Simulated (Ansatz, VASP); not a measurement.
One calculation of Ta3Ag, two programs

Contents of INCAR:

```
ALGO = Normal
EDIFF = 1E-6
EDIFFG = -0.04
ENCUT = 600
GGA = PE
IBRION = 2
ISIF = 3
ISMEAR = 0
LASPH = True
LCHARG = False
LREAL = False
LWAVE = False
NELM = 60
NSW = 90
PREC = Accurate
SIGMA = 0.1
```

The input KPOINTS:

```
k-points
0
Gamma
  4 4 4
```

File POSCAR:

```
Ta3Ag
1.0
    4.0658408819      0.0000000000      0.0000000000
    0.0000000000      4.0658408819      0.0000000000
    0.0000000000      0.0000000000      4.0240497124
Ta Ag
3 1
Direct
    0.0000000000      0.5000000000      0.5000000000
    0.5000000000      0.0000000000      0.5000000000
    0.5000000000      0.5000000000      0.0000000000
    0.0000000000      0.0000000000      0.0000000000
```

Input for Ansatz:

```yaml
crystal:
  lattice:
    - [4.0658408819, 0.0, 0.0]
    - [0.0, 4.0658408819, 0.0]
    - [0.0, 0.0, 4.0240497124]
  atoms:
    - { symbol: Ta, position: [0.0, 0.5, 0.5] }
    - { symbol: Ta, position: [0.5, 0.0, 0.5] }
    - { symbol: Ta, position: [0.5, 0.5, 0.0] }
    - { symbol: Ag, position: [0.0, 0.0, 0.0] }
basis:
  ecutwfc: 420
kpoints:
  mp_grid: { grid: [4, 4, 4] }
hamiltonian:
  xc: pbe
scf:
  occupations: { method: gaussian, width: 0.1 }
  lower_state_search: "off"
output:
  forces: true
  stress: true
  eigenvalues: true
relax:
  adjacent_minimum: "off"
  f_tol: 0.04
  max_steps: 70
  cell: { stress_tol: 0.4 }
```

Alike in both runs: task relaxation of cell and atoms; functional PBE; k mesh 4 × 4 × 4; occupations gaussian, width 0.1 eV; no spin polarisation.

|  | VASP | Ansatz |
| --- | --- | --- |
| version | VASP 6.6.1 | Ansatz 0.2.0 |
| potentials or method | VASP PAW PBE potentials, release 64 (Ta_pv, Ag) | scalar-relativistic, plane waves, PAW |
| plane-wave cutoff (eV) | 600 | 420 |
| valence electrons in the cell | 44 | 58 |

Ansatz gave:

* gap on the k mesh at the Fermi level, each at its own relaxed structure (eV): none
* relaxed volume (Å³/atom): 17.88
* relaxed cell length with the largest relative difference (Å): 3.652
* energy change over the relaxation (meV/atom): -103

**Question.** Which values does VASP return?

**Answer.** gap on the k mesh at the Fermi level, each at its own relaxed structure (eV): none; relaxed volume (Å³/atom): 17.87; relaxed cell length with the largest relative difference (Å): 3.650; energy change over the relaxation (meV/atom): -103.

A gap of «none» marks a metal or a gap that the smearing closes. The two sets of potentials don't hold the same shells in valence.

Caveats: the k mesh is coarse (spacing up to 0.39 Å⁻¹), so the values aren't converged. Spin-orbit coupling is left out, which matters for the levels of Ta.
